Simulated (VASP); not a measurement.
Output of a VASP run:

### OSZICAR
```
...
DAV:   1     0.342838140875E+01   -0.24827E-02   -0.41054E-01   442   0.369E+00    0.532E-01
DAV:   2     0.342909149068E+01    0.71008E-03   -0.13607E-02   492   0.814E-01    0.245E-01
DAV:   3     0.342858040381E+01   -0.51109E-03   -0.43204E-03   447   0.649E-01    0.107E-01
DAV:   4     0.342879573948E+01    0.21534E-03   -0.64216E-04   482   0.210E-01    0.652E-02
DAV:   5     0.342876473023E+01   -0.31009E-04   -0.53737E-04   442   0.252E-01    0.650E-02
DAV:   6     0.342874810879E+01   -0.16621E-04   -0.28750E-05   482   0.521E-02    0.264E-02
DAV:   7     0.342873214494E+01   -0.15964E-04   -0.37963E-05   442   0.650E-02    0.529E-03
DAV:   8     0.342873336457E+01    0.12196E-05   -0.24554E-06   364   0.139E-02    0.515E-03
DAV:   9     0.342873104465E+01   -0.23199E-05   -0.16051E-06   266   0.153E-02    0.361E-03
DAV:  10     0.342873258463E+01    0.15400E-05   -0.67003E-07   221   0.907E-03    0.111E-03
DAV:  11     0.342873206303E+01   -0.52161E-06   -0.78421E-08   221   0.308E-03
   5 F= 0.34287321E+01 E0= 0.34287321E+01  d E =-.578795E-02
       N       E                     dE             d eps       ncg     rms          rms(c)
DAV:   1     0.342859647018E+01   -0.13611E-03   -0.17084E-02   442   0.760E-01    0.110E-01
DAV:   2     0.342861105855E+01    0.14588E-04   -0.56866E-04   492   0.169E-01    0.493E-02
DAV:   3     0.342858655377E+01   -0.24505E-04   -0.18515E-04   447   0.134E-01    0.212E-02
DAV:   4     0.342859392548E+01    0.73717E-05   -0.26170E-05   482   0.431E-02    0.129E-02
DAV:   5     0.342859164740E+01   -0.22781E-05   -0.22048E-05   442   0.510E-02    0.129E-02
DAV:   6     0.342858956431E+01   -0.20831E-05   -0.11104E-06   266   0.104E-02    0.560E-03
DAV:   7     0.342858840877E+01   -0.11555E-05   -0.15806E-06   306   0.133E-02    0.999E-04
DAV:   8     0.342858826397E+01   -0.14479E-06   -0.16132E-07   221   0.414E-03
   6 F= 0.34285883E+01 E0= 0.34285883E+01  d E =-.593175E-02
       N       E                     dE             d eps       ncg     rms          rms(c)
DAV:   1     0.342846070698E+01   -0.12770E-03   -0.28405E-03   442   0.301E-01    0.495E-02
DAV:   2     0.342845490738E+01   -0.57996E-05   -0.13040E-04   472   0.853E-02    0.182E-02
DAV:   3     0.342845859237E+01    0.36850E-05   -0.71823E-06   502   0.214E-02    0.113E-02
DAV:   4     0.342845986455E+01    0.12722E-05   -0.68858E-06   447   0.164E-02    0.500E-03
DAV:   5     0.342846178730E+01    0.19228E-05   -0.30570E-06   378   0.192E-02    0.411E-03
DAV:   6     0.342846045915E+01   -0.13282E-05   -0.19556E-06   306   0.148E-02    0.190E-03
DAV:   7     0.342846123451E+01    0.77536E-06   -0.58635E-07   221   0.736E-03
   7 F= 0.34284612E+01 E0= 0.34284612E+01  d E =-.127029E-03
       N       E                     dE             d eps       ncg     rms          rms(c)
DAV:   1     0.342813528232E+01   -0.32518E-03   -0.25568E-02   442   0.903E-01    0.148E-01
DAV:   2     0.342809894116E+01   -0.36341E-04   -0.11624E-03   472   0.253E-01    0.544E-02
DAV:   3     0.342813017465E+01    0.31233E-04   -0.65126E-05   502   0.645E-02    0.336E-02
DAV:   4     0.342815208336E+01    0.21909E-04   -0.62099E-05   447   0.485E-02    0.148E-02
DAV:   5     0.342815475536E+01    0.26720E-05   -0.30444E-05   442   0.588E-02    0.129E-02
DAV:   6     0.342815192411E+01   -0.28313E-05   -0.17407E-05   442   0.443E-02    0.657E-03
DAV:   7     0.342815157284E+01   -0.35127E-06   -0.45727E-06   442   0.211E-02
   8 F= 0.34281516E+01 E0= 0.34281516E+01  d E =-.436691E-03
```

### OUTCAR
```
------------------------ aborting loop because EDIFF is reached ----------------------------------------
  FORCE on cell =-STRESS in cart. coord.  units (eV):
  Direction    XX          YY          ZZ          XY          YZ          ZX
  --------------------------------------------------------------------------------------
  Total        0.0438531      0.0438531     -0.0177863      0.0000000      0.0000000     -0.0000000
  in kB        0.7161030      0.7161029     -0.2904424      0.0000000      0.0000000     -0.0000000
  external PRESSURE =       0.3805878 kB  Pullay stress =       0.0000000 kB
  volume of cell :       98.11
      direct lattice vectors                 reciprocal lattice vectors
     2.176915337 -3.770527687  0.000000000     0.229682795 -0.132607434  0.000000000
     2.176915337  3.770527687 -0.000000000     0.229682795  0.132607434 -0.000000000
     0.000000000  0.000000000  5.976699013     0.000000000  0.000000000  0.167316440
 POSITION                                       TOTAL-FORCE (eV/Angst)
 -----------------------------------------------------------------------------------
      2.77246     -2.73901      3.98447        -0.006706     -0.011615     -0.000000
      3.16274      0.00000      0.00000         0.013412     -0.000000      0.000000
      2.77246      2.73901      1.99223        -0.006706      0.011615      0.000000
 -----------------------------------------------------------------------------------
    total drift:                               -0.000177     -0.000384      0.000014
  FREE ENERGIE OF THE ION-ELECTRON SYSTEM (eV)
  ---------------------------------------------------
  free  energy   TOTEN  =         3.4281515728 eV

  energy  without entropy=        3.4281515728  energy(sigma->0) =        3.42815157

 reached required accuracy - stopping structural energy minimisation
```
(Selected blocks of OUTCAR.)

POSCAR:
```
Te
1
    2.1980042588    -3.8070547636     0.0000000000
    2.1980042588     3.8070547636    -0.0000000000
    0.0000000000    -0.0000000000     5.8583661971
Te
3
Direct
  1.0000000000   0.2811410115   0.6666670000
  0.7188589885   0.7188589885   0.0000000000
  0.2811410115   1.0000000000   0.3333330000
```

Task: Write an INCAR and KPOINTS that could have produced this output.

Result: This is not unique; one that fits is the input of the run itself, MS2 meta-GGA, plane waves, VASP's PBE PAW potentials (set 64).

**INCAR**
```
SYSTEM = Te
PREC = Accurate
ENCUT = 520
EDIFF = 1E-6
NELM = 100
ALGO = Normal
LREAL = .FALSE.
LASPH = .TRUE.
ISMEAR = 0
SIGMA = 0.05
METAGGA = MS2
LMIXTAU = .TRUE.
LMAXMIX = 4
LWAVE = .FALSE.
LCHARG = .FALSE.
IBRION = 2
ISIF = 3
NSW = 60
EDIFFG = -0.02
```

**KPOINTS**
```
Automatic mesh
0
G
5 5 4
```

POTCAR, in this order: Te (PBE.64 set). Program: vasp_std.

The compound is Te in the trig structure. This run relaxes it. Symmetry was kept, so distortions that lower it aren't found.
